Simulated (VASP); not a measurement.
All values below come from r2SCAN meta-GGA, VASP's PBE PAW potentials (set 64) (plane waves; VASP).

The input files of a VASP run:

KPOINTS:
```
K-points
0
gamma
12 12 8
0 0 0
```

**INCAR**
```
LCHARG  =  .FALSE.
SYSTEM  =  Hf
NELM  =  100   ! most electronic steps
ISMEAR  =  1
PREC  =  Accurate
METAGGA  =  R2SCAN
LREAL  =  .FALSE.   ! projection in real space or not
ISIF  =  2   ! forces and stress, cell fixed
EDIFF  =  1E-7
SIGMA  =  0.1   ! width (eV)
LMIXTAU  =  .TRUE.
LWAVE  =  .FALSE.
LMAXMIX  =  6   ! l cut-off of mixed one-centre charges
ENCUT  =  480
LASPH  =  .TRUE.   ! aspherical one-centre terms
ALGO  =  Normal   ! blocked Davidson
```

File POSCAR:
```
Hf
1
    1.6278896303    -2.8195875100     0.0000000000
    1.6278896303     2.8195875100     0.0000000000
    0.0000000000     0.0000000000     5.1421268205
Hf
2
Direct
  0.3333330000   0.6666670000   0.2500000000
  0.6666670000   0.3333330000   0.7500000000
```

POTCAR, in this order: Hf_pv (PBE.64 set). Program: vasp_std.

Q: What will the output report for the number of irreducible k-points (NKPTS), number of bands (NBANDS), largest plane-wave count, number of space-group operations, FFT grid (NGX, NGY, NGZ)?

A: 
```json
{
  "number of irreducible k-points (NKPTS)": "95",
  "number of bands (NBANDS)": "14",
  "largest_plane_wave_count": "1146",
  "number_of_space_group_operations": "24",
  "FFT grid (NGX, NGY, NGZ)": "24 × 24 × 40"
}
```

The compound is Hf in the hcp structure. This cell was strained or had an atom moved on purpose.
